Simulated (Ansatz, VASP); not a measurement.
# SiH2C (H-SiC-H chair bilayer, AA) in two plane-wave programs

Aim: how closely do two programs agree when they are given the same cell, functional and k mesh? The structure shown is the start of the Ansatz relaxation below; VASP solves that cell, so the two are compared at the walk's first step.

Calculated with Ansatz 0.2.0; plane waves, with VASP 6.6.1 beside it; single point at r2SCAN with D4.

## (1) Starting point

The cell holds 8 atoms: 4 H, 2 C and 2 Si. Its edges and angles: a = 3.086 Å, b = 3.085 Å, c = 48.027 Å, α = 90.0°, β = 90.0°, γ = 120.0°. Vacuum lies along c.

As a file:

```cif
data_structure
_symmetry_space_group_name_H-M 'P 1'
_symmetry_Int_Tables_number 1
_cell_length_a 3.0855
_cell_length_b 3.0855
_cell_length_c 48.0267
_cell_angle_alpha 90.000
_cell_angle_beta 90.000
_cell_angle_gamma 120.000
_cell_volume 395.97
loop_
_atom_site_label
_atom_site_type_symbol
_atom_site_fract_x
_atom_site_fract_y
_atom_site_fract_z
_atom_site_occupancy
H1 H 0.66667 0.33333 0.41123 1
H2 H 0.33333 0.66667 0.47605 1
H3 H 0.66667 0.33333 0.52395 1
H4 H 0.33333 0.66667 0.58877 1
C5 C 0.66667 0.33333 0.43351 1
C6 C 0.66667 0.33333 0.54622 1
Si7 Si 0.33333 0.66667 0.44649 1
Si8 Si 0.33333 0.66667 0.55920 1
```

## (2) Ansatz: relaxation, r2SCAN with D4

Ansatz runs on its default PAW (the set named soft_2) files.

The two programs are compared at the cell with which this relaxation starts, whose forces are those of its first step.

The input, input.yaml:

```yaml
crystal:
  lattice:
    - [3.0855, 0.0, 0.0]
    - [-1.54275, 2.6721213834, 0.0]
    - [0.0, 0.0, 48.0266666687]
  atoms:
    - { symbol: H, position: [0.6666666667, 0.3333333333, 0.4112298723] }
    - { symbol: C, position: [0.6666666667, 0.3333333333, 0.4335091616] }
    - { symbol: Si, position: [0.3333333333, 0.6666666667, 0.4464880622] }
    - { symbol: H, position: [0.3333333333, 0.6666666667, 0.4760549694] }
    - { symbol: H, position: [0.6666666667, 0.3333333333, 0.5239450306] }
    - { symbol: C, position: [0.6666666667, 0.3333333333, 0.5462243198] }
    - { symbol: Si, position: [0.3333333333, 0.6666666667, 0.5592032204] }
    - { symbol: H, position: [0.3333333333, 0.6666666667, 0.5887701277] }
  periodic: [true, true, false]
kpoints:
  mp_grid: { grid: [12, 12, 1] }
hamiltonian:
  xc: r2scan
  dispersion: d4
scf:
  occupations: { method: fermi_dirac, width: 0.05 }
  convergence: { dr2_threshold: 1.0e-09 }
relax:
  f_tol: 0.004
  max_steps: 90
  cell: {}
output:
  write_potential: true
  write_density: true
  volumetric_format: npy
```

The run is started by

```console
> ansatz run input.yaml --threads 4 --pin off --max-ram 6144MiB --backend cpu --events-out ev --progress --plain --runs-dir out
```

Numbers of over 12 decimals in the logs are rounded to 6 here.

The program printed:

```text
Warning: relax.cell: scf.convergence.dr2_threshold = 1e-9 eV is looser than the 2.33074849016e-10 eV advised for a relaxation that steers and ends on the stress (1e-10 eV for each atom of the cell: 8, times the square of relax.cell.stress_2d_tol = 0.05 N/m over 18.5 Å (the atoms' height at the walk's start and 5 Å past either face), 2.699e-2 GPa, over a crystal's default 0.05). What an SCF threshold leaves in a stress goes as its square root, and in the free energy as the threshold itself, and one threshold admits the most on a small cell: [figures from the program's tests cut] Set scf.convergence.dr2_threshold to 2.33074849016e-10 eV or tighter. [rest of the remark cut]
Engine: ansatz 0.2.0, x86_64-unknown-linux-gnu
Pseudopotentials: kind: paw
Pseudopotential: H, paw, valence charge 1, recommended cutoff 500 eV (meta_gga), H.paw.azcp
Pseudopotential: C, paw, valence charge 4, recommended cutoff 500 eV (meta_gga), C.paw.azcp
Pseudopotential: Si, paw, valence charge 4, recommended cutoff 500 eV (meta_gga), Si.paw.azcp
Functional definition: r2SCAN
  parameter k0 = 0.174
  parameter k1 = 0.065
  parameter a1 = 4.9479
  exchange = r2scan_x(k0 = k0, k1 = k1, a1 = a1)
  correlation = r2scan_c
Crystal: 8 atoms, lattice volume = 395.972 Å³
Basis set: ecut = 500 eV, 10111 PW (Γ), exchange–correlation on 96×96×1440 points (64 copies of the dense FFT grid, shifted against one another)
Bands: 18, of which v1, the nominal top of the filled ones, is band 10 counted from 1 (9 counted from 0)
Symmetry: 6 space group operations
Space group: P3m1 (ITA 156), of the structure as read, at distance tolerance 7.3e-5 Å
k-points: 19 of 144 (time reversal used)
Non-local potential: H, projectors of the file, l = 0: 2, l = 1: 1
Non-local potential: C, projectors of the file, l = 0: 2, l = 1: 2, l = 2: 1
Non-local potential: Si, projectors of the file, l = 0: 2, l = 1: 2, l = 2: 2
PAW form: soft (Blöchl's): semilocal exchange-correlation on the pseudo side does not see the compensation charge
PAW frozen core: C, regenerated for the run's functional (the file was generated under x = pbe(κ = 0.804, μ = 0.219515), c = pbe(β = 0.066725))
PAW frozen core: Si, regenerated for the run's functional (the file was generated under x = pbe(κ = 0.804, μ = 0.219515), c = pbe(β = 0.066725))
PAW one-centre angular grid: H, 302 points (default); XC on 160 Gauss nodes
PAW one-centre angular grid: C, 302 points (default); XC on 239 of its mesh's 2573 points in the sphere
PAW one-centre angular grid: Si, 302 points (default); XC on 160 Gauss nodes
Initial density: superposition of atomic densities (neutral atoms: chi_scale 0, normalization atom), corrected by the library's trained network
Initial wavefunctions: pseudopotential atomic-orbital guess
Functional: x = r2scan, c = r2scan; τ floored in thin density (d = 2e-4 eV/Å³)
SCF iter   1: F=—  HF=-1846.743205 eV  |F-HF|=—  |Δ(HF+E_count)|=         —  Δρ=2.55e-3  dr2=4.78e-2  dr2_τ=4.59e-1  ethr=1.77e-3  ⟨swp⟩=13.1  Hψ=3510  notcnv=0  defer=8
preconditioner: auto → Resta (q_TF=auto, 1.659 Å⁻¹)  ε∞=1.4  [insulator: Δε(μ)=3.482 eV  Ē_g=12.519 eV  σ=0.050 eV  W_gap=1.00  n_scr=24 (ndim 8)  ℏωp=8.3 eV  f_vac=0.759  D(μ)=0.00/eV (n_scr^D=0)  ε∞_Penn≈1.4  vacuum switching on, ρ_ref=1.1e-2 e/Å³]
SCF iter   2: F=—  HF=-1846.692769 eV  |F-HF|=—  |Δ(HF+E_count)|=   5.04e-2  Δρ=1.50e-3  dr2=1.00e-2  dr2_τ=2.34e-4  ethr=2.39e-4  ⟨swp⟩=4.5  Hψ=950  notcnv=0  defer=60
SCF iter   3: F=—  HF=-1846.694155 eV  |F-HF|=—  |Δ(HF+E_count)|=   1.39e-3  Δρ=4.80e-4  dr2=2.83e-3  dr2_τ=7.06e-5  ethr=5.00e-5  ⟨swp⟩=5.6  Hψ=849  notcnv=0  defer=58
SCF iter   4: F=—  HF=-1846.694044 eV  |F-HF|=—  |Δ(HF+E_count)|=   1.11e-4  Δρ=1.60e-4  dr2=2.57e-4  dr2_τ=5.07e-6  ethr=1.42e-5  ⟨swp⟩=3.9  Hψ=756  notcnv=0  defer=48
SCF iter   5: F=—  HF=-1846.694082 eV  |F-HF|=—  |Δ(HF+E_count)|=   3.82e-5  Δρ=5.08e-5  dr2=1.13e-5  dr2_τ=5.30e-7  ethr=1.29e-6  ⟨swp⟩=3.1  Hψ=605  notcnv=0  defer=48
SCF iter   6: F=—  HF=-1846.694102 eV  |F-HF|=—  |Δ(HF+E_count)|=   1.98e-5  Δρ=1.57e-5  dr2=1.07e-6  dr2_τ=1.46e-7  ethr=5.67e-8  ⟨swp⟩=2.5  Hψ=545  notcnv=0  defer=48
SCF iter   7: F=—  HF=-1846.694076 eV  |F-HF|=—  |Δ(HF+E_count)|=   2.58e-5  Δρ=3.68e-6  dr2=5.53e-8  dr2_τ=4.22e-9  ethr=5.37e-9  ⟨swp⟩=2.8  Hψ=591  notcnv=0  defer=48
[...]
eigensolver tolerance schedule: the retry pair's looser diagonalisation over-reported the residual by 3304.82 of it (diagonalisation noise at 17.69 of the residual, at the tolerance the schedule requests for it); recorded, not acted on — ethr = c·dr2/N_el stays at c = 1.0e-1
preconditioner: auto → Resta (q_TF=auto, 1.656 Å⁻¹)  ε∞=1.5  [insulator: Δε(μ)=2.623 eV  Ē_g=12.138 eV  σ=0.050 eV  W_gap=1.00  n_scr=24 (ndim 8)  ℏωp=8.3 eV  f_vac=0.776  D(μ)=0.00/eV (n_scr^D=0)  ε∞_Penn≈1.5  vacuum switching on, ρ_ref=1.1e-2 e/Å³]
SCF iter   2: F=—  HF=-1846.867235 eV  |F-HF|=—  |Δ(HF+E_count)|=   3.27e-6  Δρ=1.15e-5  dr2=3.36e-8  dr2_τ=5.33e-7  ethr=2.68e-10  ⟨swp⟩=5.6  Hψ=1247  notcnv=0
SCF iter   3: F=—  HF=-1846.867305 eV  |F-HF|=—  |Δ(HF+E_count)|=   7.00e-5  Δρ=5.05e-6  dr2=9.12e-9  dr2_τ=3.43e-8  ethr=1.68e-10  ⟨swp⟩=4.3  Hψ=890  notcnv=0
SCF iter   4: F=—  HF=-1846.867344 eV  |F-HF|=—  |Δ(HF+E_count)|=   3.98e-5  Δρ=1.13e-6  dr2=3.03e-9  dr2_τ=1.14e-9  ethr=4.56e-11  ⟨swp⟩=4.2  Hψ=937  notcnv=0
SCF iter   5: F=—  HF=-1846.867349 eV  |F-HF|=—  |Δ(HF+E_count)|=   4.24e-6  Δρ=3.86e-7  dr2=1.42e-9  dr2_τ=9.89e-11  ethr=1.52e-11  ⟨swp⟩=3.9  Hψ=813  notcnv=0
iter 6 met the thresholds in force, and the SCF goes on: an eigenvalue changes by 4.57 meV, over its tolerance of 1.08 meV (output.eigenvalues, Limitations)
SCF iter   6: F=-1846.867349 eV  HF=-1846.867349 eV  |F-HF|=1.07e-8  |Δ(HF+E_count)|=   3.02e-7  Δρ=1.52e-7  dr2=1.55e-10  dr2_τ=1.43e-11  ethr=5.00e-12  ⟨swp⟩=20.8  Hψ=3588  notcnv=0
iter 7 met the thresholds in force, and the SCF goes on: an eigenvalue changes by 5.98 meV, over its tolerance of 1.04 meV (output.eigenvalues, Limitations)
SCF iter   7: F=-1846.867349 eV  HF=-1846.867349 eV  |F-HF|=6.33e-10  |Δ(HF+E_count)|=   1.02e-8  Δρ=2.88e-8  dr2=1.64e-11  dr2_τ=2.26e-13  ethr=1.00e-12  ⟨swp⟩=10.0  Hψ=2441  notcnv=0
Mixer restart at iter 7: flushing history
SCF iter   8: F=-1846.867349 eV  HF=-1846.867349 eV  |F-HF|=3.55e-11  |Δ(HF+E_count)|=  6.71e-10  Δρ=5.32e-8  dr2=7.73e-11  dr2_τ=3.00e-13  ethr=1.00e-12  ⟨swp⟩=10.3  Hψ=2370  notcnv=0
SCF 7 converged in 8 iterations: F = -1846.867349 eV  dr2 = 7.73e-11
relax step   7: F+E_penalty+E_count = -1846.86734889 eV  Δ(F+E_penalty+E_count) = -1.650e-4 eV  max|allowed force component| = 2.986e-4 eV/Å  Δτ_max = 0.0000 Å  P = -0.000 N/m  Ω = 399.373 Å³  fix = [c, alpha, beta]  reactions: c -0.000 N/m  stress off target by 3.84e-4 N/m on what of the cell is left free  SCF on the basis re-selected at this cell (its energy is not comparable with the rows above)  (8 SCF iters)
basis re-selected at this cell: Δ(F+E_penalty+E_count) = -1.650e-4 eV, ΔP = -0.001 N/m vs the last step (what re-selecting the basis moved, of the pressure what is left beyond the Pulay correction that the steps carried, after the strain that the cell walked since its last selection, with what the two solves' SCF thresholds leave and, on support functions, any second-order correction that the steps lacked; it is no m [...]
WARN: The output density's exchange-correlation potential varies sharply where the density is thin. Do not read a vacuum level from v_tot or v_xc, or from such a field of the output density. On a cell that repeats whose density bears no net charge and no dipole along the vacuum's axis use v_es (v_loc + v_h of the components); under efield.dipole_correction with no amplitude use v_es + v_field, which holds any externa [...]
SCF converged after 8 iterations
an eigenvalue changed by more than its tolerance at an iteration that met the thresholds in force, so the SCF went on 2 times, its first undamped step at iteration 7: the last check found none over its tolerance
Free energy (F): -1846.867349 eV
Harris-Foulkes:  -1846.867349 eV  (|F-HF|=3.55e-11)
Internal energy: -1846.867349 eV  (E = F + TS)
E sigma→0 (E₀):  -1846.867349 eV
Fermi energy:    -3.373232 eV
--- Per-component energies (eV) ---
  E_band       = -221.922681
  E_kinetic    = 324.245659
  E_local      = -39668.951194  (includes V_loc(G=0)·N_el)
  E_nonlocal   = 108.596750
  E_hartree    = 19653.930257
  E_xc         = -237.302980
  E_vxc        = -286.339355  (∫ρ·V_xc dr)
  E_paw        = -1243.122897  (= ΣΔE_a)
  E_vpaw       = -21.519330  (= ΣTr[D̂ρ^β])
  E_aug_tail   = -0.001821  (compensation charges beyond the density's cutoff)
  E_vtau       = 14.186486  (kinetic-family band-sum trace: ∫τ·v_τ [+ j·A + Jᵃ·Aᵃ] dr)
  E_ewald      = 19216.256704
  E_disp       = -0.315414  (pairwise vdW)
  E_core_change = -0.202413  (= ΣΔE_core)
  E_smearing   = -0.000000  (= −TS)
  E_closure    = 0.000000  (closes the sum)
  Σ components = -1846.867349   (vs F -1846.867349, Δ=0.00e0)
--- Forces (eV/Å), atoms counted from 1 ---
  atom   1  H     -0.00000000    -0.00000000     0.00002129
  atom   2  C      0.00000000     0.00000000    -0.00002248
  atom   3  Si     0.00000000    -0.00000000     0.00025331
  atom   4  H      0.00000000     0.00000000    -0.00025641
  atom   5  H     -0.00000000    -0.00000000    -0.00000602
  atom   6  C     -0.00000000     0.00000000     0.00002309
  atom   7  Si     0.00000000    -0.00000000     0.00030240
  atom   8  H      0.00000000     0.00000000    -0.00028490
  max |Σ_I F_I| component: 3.03e-5 eV/Å
--- 2D stress c σ (N/m, compression-positive) ---
       -0.000384      -0.000000      -0.000000
       -0.000000      -0.000384       0.000000
       -0.000000       0.000000      -0.000000
  P = ½ c Tr σ = -0.0004 N/m
--- Band table (eV; the first three rows and the last of 19) ---
  k-point 0: bands = [... 6 lower, -6.4797, -6.4797, -4.6843, -4.6843, -2.0732 (-2.0737°), -1.5994, -1.0286, -0.2144, ... 4 higher]
  k-point 1: bands = [... 6 lower, -6.9953, -6.6326, -5.2595, -4.8373, -1.9427 (-1.9430°), -1.4570, -0.8882, -0.0756, ... 4 higher]
  k-point 2: bands = [... 6 lower, -7.0272, -7.0092, -6.4971, -5.2140, -1.5691 (-1.5692°), -1.0327, -0.4766, 0.2003, ... 4 higher]
  k-point 18: bands = [... 6 lower, -9.4095, -8.8255, -8.7867, -6.9413, -0.8295, 1.0775, 1.0802, 1.3008, ... 4 higher]
  ° read free of the cell's end (the report's vacuum.weakly_bound_levels)
--- Relaxed structure (6 steps of the walk, 6 accepted, 1 SCFs on fresh bases) ---
  F+E_penalty+E_count = -1846.86734889 eV   max|allowed force component| = 2.986e-4 eV/Å   (the final SCF, on the basis selected at the relaxed cell)
  cell:  # Å, volume = 399.3732 Å³
    - [3.098724, 0.0, 0]
    - [-1.549362, 2.683574, 0]
    - [0, 0, 48.0266666687]
  atoms:
    - { symbol: H, position: [0.666667, 0.333333, 0.415961] }
    - { symbol: C, position: [0.666667, 0.333333, 0.438887] }
    - { symbol: Si, position: [0.333333, 0.666667, 0.450776] }
    - { symbol: H, position: [0.333333, 0.666667, 0.481729] }
    - { symbol: H, position: [0.666667, 0.333333, 0.518667] }
    - { symbol: C, position: [0.666667, 0.333333, 0.541573] }
    - { symbol: Si, position: [0.333333, 0.666667, 0.553434] }
    - { symbol: H, position: [0.333333, 0.666667, 0.584397] }
```

In the SCF lines HF is the Harris–Foulkes energy and dr2 the Hartree energy of the density residual, in eV; the loop may stop once dr2 is under the threshold and the program's other checks hold. Hψ counts applications of the Hamiltonian.

[end of part 1 of 2]

[Lines on the potential files, build, host, timing and source positions are cut from VASP's logs without a mark.]

[Logs are printed without paths, hosts, clocks, repeated set-up lines and the standing remarks that a program may print on its own settings, such as how far it seeks lower states.]

[Hosts, paths, dates, database ids (printed as entryN), source tags and the programs' standing remarks are cut or masked in the printed files.]
